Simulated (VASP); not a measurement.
These are PBE GGA, VASP's PBE PAW potentials (set 64) (plane waves; VASP 6.6.1) values and carry that method's errors.

VASP ran on this input.

**POSCAR**
```
YbGe2
1.0
  0.0000000000   3.4826790000   3.4826790000
  3.4826790000   0.0000000000   3.4826790000
  3.4826790000   3.4826790000   0.0000000000
Yb Ge
1 2
direct
  0.0000000000   0.0000000000   0.0000000000
  0.2500000000   0.2500000000   0.2500000000
  0.7500000000   0.7500000000   0.7500000000
```

### KPOINTS
```
Automatic mesh
0
Gamma
6 6 6
0 0 0
```

**INCAR**
```
SYSTEM  =  YbGe2
PREC  =  Accurate; ENCUT  =  400; LREAL  =  .False.
LASPH  =  .True.
EDIFF  =  1E-6; NELM  =  100; ALGO  =  Normal
LMAXMIX  =  6
ISMEAR  =  1; SIGMA  =  0.1
GGA  =  PE
ISIF  =  2
LWAVE  =  .False.; LCHARG  =  .False.
```

POTCAR, in this order: Yb_2 Ge_d (PBE.64 set). Program: vasp_std.

Output of the run:

### OUTCAR
```
 ion  position               nearest neighbor table
   1  0.000  0.000  0.000-   3 3.02   3 3.02   3 3.02   2 3.02   2 3.02   2 3.02   3 3.02   2 3.02
  LATTYP: Found a face centered cubic cell.
 ALAT       =     6.9653580000
 Subroutine PRICEL returns:
 Original cell was already a primitive cell.
 Subroutine GETGRP returns: Found 48 space group operations
The static configuration has the point symmetry O_h .
The dynamic configuration has the point symmetry O_h .
 Subroutine INISYM returns: Found 48 space group operations
 Subroutine IBZKPT returns following result:
 Found     16 irreducible k-points:

 Following reciprocal coordinates:
            Coordinates               Weight
  0.000000  0.000000  0.000000      1.000000
  0.166667  0.000000  0.000000      8.000000
  0.333333  0.000000  0.000000      8.000000
  0.500000  0.000000  0.000000      4.000000
  0.166667  0.166667  0.000000      6.000000
  0.333333  0.166667  0.000000     24.000000
  0.500000  0.166667  0.000000     24.000000
 -0.333333  0.166667  0.000000     24.000000
 -0.166667  0.166667  0.000000     12.000000
  0.333333  0.333333  0.000000      6.000000
  0.500000  0.333333  0.000000     24.000000
 -0.333333  0.333333  0.000000     12.000000
  0.500000  0.500000  0.000000      3.000000
  0.500000  0.333333  0.166667     24.000000
 -0.333333  0.333333  0.166667     24.000000
 -0.333333  0.500000  0.166667     12.000000
   k-points           NKPTS =     16   k-points in BZ     NKDIM =     16   number of bands    NBANDS=     22
   number of dos      NEDOS =    301   number of ions     NIONS =      3
   total plane-waves  NPLWV =  32768
   dimension x,y,z NGX =    32 NGY =   32 NGZ =   32
   dimension x,y,z NGXF=    64 NGYF=   64 NGZF=   64
   ions per type =               1   2
   PREC   = accura    normal or accurate (medium, high low for compatibility)
   ISTART =      0    job   : 0-new  1-cont  2-samecut
   ICHARG =      2    charge: 1-file 2-atom 10-const
   ISPIN  =      1    spin polarized calculation?
   LNONCOLLINEAR =      F non collinear calculations
   LSORBIT =      F    spin-orbit coupling
   INIWAV =      1    electr: 0-lowe 1-rand  2-diag
   ENCUT  =  400.0 eV  29.40 Ry    5.42 a.u.   8.03  8.03  8.03*2*pi/ulx,y,z
   NELM   =    100;   NELMIN=  2; NELMDL= -5     # of ELM steps
   EDIFF  = 0.1E-05   stopping-criterion for ELM
   LREAL  =      F    real-space projection
   NLSPLINE    = F    spline interpolate recip. space projectors
   LMAXMIX     =    6 max onsite mixed and CHGCAR
   VOSKOWN=      0    Vosko Wilk Nusair interpolation
   EDIFFG = 0.1E-04   stopping-criterion for IOM
   NSW    =      0    number of steps for IOM
   NBLOCK =      1;   KBLOCK =      1    inner block; outer block
   IBRION =     -1    ionic relax: 0-MD 1-quasi-New 2-CG
   NFREE  =      0    steps in history (QN), initial steepest desc. (CG)
   ISIF   =      2    stress and relaxation
   ISYM   =      2    0-nonsym 1-usesym 2-fastsym
   TEIN   =    0.0    initial temperature
   TEBEG  =    0.0;   TEEND  =   0.0 temperature during run
   SMASS  =  -3.00    Nose mass-parameter (am)
   PSTRESS=    0.0 pullay stress
   NELECT =      36.0000    total number of electrons
   EFERMI =   0.00;   METHOD = LEGACY
   ISMEAR =     1;   SIGMA  =   0.10  broadening in eV -4-tet -1-fermi 0-gaus
   IALGO  =     38    algorithm
   LDIAG  =      T    sub-space diagonalisation (order eigenvalues)
   IMIX   =      4    mixing-type and parameters
     AMIX     =   0.40;   BMIX     =  1.00
     AMIX_MAG =   1.60;   BMIX_MAG =  1.00
     AMIN     =   0.10
   GGA     = PE    functional components
   VOSKOWN =     0    Vosko Wilk Nusair interpolation
   LHFCALC =     F    Hartree Fock is set to
   LHFONE  =     F    Hartree Fock one center treatment
...
```

OSZICAR:
```
       N       E                     dE             d eps       ncg     rms          rms(c)
DAV:   1     0.220762414985E+03    0.22076E+03   -0.16724E+04   760   0.296E+03
DAV:   2     0.211564981336E+02   -0.19961E+03   -0.19654E+03   704   0.565E+02
DAV:   3    -0.942719860080E+01   -0.30584E+02   -0.30431E+02   890   0.162E+02
DAV:   4    -0.104464580908E+02   -0.10193E+01   -0.10190E+01   758   0.317E+01
DAV:   5    -0.104688635313E+02   -0.22405E-01   -0.22405E-01   860   0.523E+00    0.136E+01
DAV:   6    -0.104822577586E+02   -0.13394E-01   -0.33168E-02   838   0.253E+00    0.794E+00
DAV:   7    -0.104969270788E+02   -0.14669E-01   -0.23726E-02   844   0.178E+00    0.152E-01
DAV:   8    -0.104971195780E+02   -0.19250E-03   -0.36846E-03   842   0.971E-01    0.784E-02
DAV:   9    -0.104973248179E+02   -0.20524E-03   -0.28691E-04   890   0.138E-01    0.233E-02
DAV:  10    -0.104973449861E+02   -0.20168E-04   -0.43863E-05   842   0.841E-02    0.639E-03
DAV:  11    -0.104973493344E+02   -0.43484E-05   -0.94645E-06   642   0.217E-02    0.102E-03
DAV:  12    -0.104973494199E+02   -0.85467E-07   -0.27461E-07   610   0.669E-03
   1 F= -.10497349E+02 E0= -.10497733E+02  d E =0.115024E-02
```

OUTCAR:
```
------------------------ aborting loop because EDIFF is reached ----------------------------------------
  FORCE on cell =-STRESS in cart. coord.  units (eV):
  Direction    XX          YY          ZZ          XY          YZ          ZX
  --------------------------------------------------------------------------------------
  Total       -2.3671174     -2.3671174     -2.3671174      0.0000000      0.0000000     -0.0000000
  in kB      -44.8910794    -44.8910794    -44.8910794      0.0000000      0.0000000     -0.0000000
  external PRESSURE =     -44.8910794 kB  Pullay stress =       0.0000000 kB
  volume of cell :       84.48
      direct lattice vectors                 reciprocal lattice vectors
     0.000000000  3.482679000  3.482679000    -0.143567639  0.143567639  0.143567639
     3.482679000  0.000000000  3.482679000     0.143567639 -0.143567639  0.143567639
     3.482679000  3.482679000  0.000000000     0.143567639  0.143567639 -0.143567639
 POSITION                                       TOTAL-FORCE (eV/Angst)
 -----------------------------------------------------------------------------------
      0.00000      0.00000      0.00000        -0.000000      0.000000     -0.000000
      1.74134      1.74134      1.74134         0.000000     -0.000000      0.000000
      5.22402      5.22402      5.22402        -0.000000      0.000000     -0.000000
 -----------------------------------------------------------------------------------
    total drift:                               -0.000000     -0.000000      0.000000
  FREE ENERGIE OF THE ION-ELECTRON SYSTEM (eV)
  ---------------------------------------------------
  free  energy   TOTEN  =       -10.4973494199 eV

  energy  without entropy=      -10.4984996593  energy(sigma->0) =      -10.49773283
```
(Selected blocks of OUTCAR.)

The 4f electrons are frozen in the core of the lanthanide potential, so 4f levels, which can set the real gap, and their magnetism are missing.

The structure was generated: YbGe2 was put into the fluorite type (Fm-3m), which need not be its known phase. The cell was not relaxed at this level.
